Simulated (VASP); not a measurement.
The system is PmS.

```
Pm S
1.0
     3.75513    0.00000    0.00000
    -1.87757    3.25204    0.00000
     0.00000    0.00000    3.66483
Pm S
1 1
Direct
  0.00000 0.00000 0.00000
  0.66667 0.33333 0.50000
```

The cell comes from a database or a generator and needn't be the stable form of this composition.

Base run:

* Program: VASP 6.6.1
* Functional: r2SCAN
* Potentials or basis: VASP PAW PBE potentials, release 64 (Pm, S)
* Cutoff: 520 eV
* k mesh: 6 × 6 × 5
* Occupations: gaussian, width 0.05 eV
* Spin: no spin polarisation
* Hubbard terms: Pm f U = 4 eV

Its results: band gap on the k mesh none (metal or under the smearing width); pressure 4.2 GPa.

Q: The run is repeated on the same cell with these changes: spin from no spin polarisation to collinear spin, random start; further incar settings from ALGO = Normal; EDIFF = 1e-06; NBANDS = 18 to ALGO = Normal; EDIFF = 1e-06; NBANDS = 22. What comes out?

A: Band gap on the k mesh none (metal or under the smearing width); pressure 7.3 GPa; net moment -4.89 μB per cell; site moments Pm -4.29; S +0.06 μB.

Caveats: the PAW data sets were made with another functional, which shifts forces and pressure a little; U without spin polarisation on a metal has little footing (some runs); the magnetic or orbital state may not be the lowest (some runs); spin-orbit coupling is left out, which moves the levels of the heavy elements (some runs).
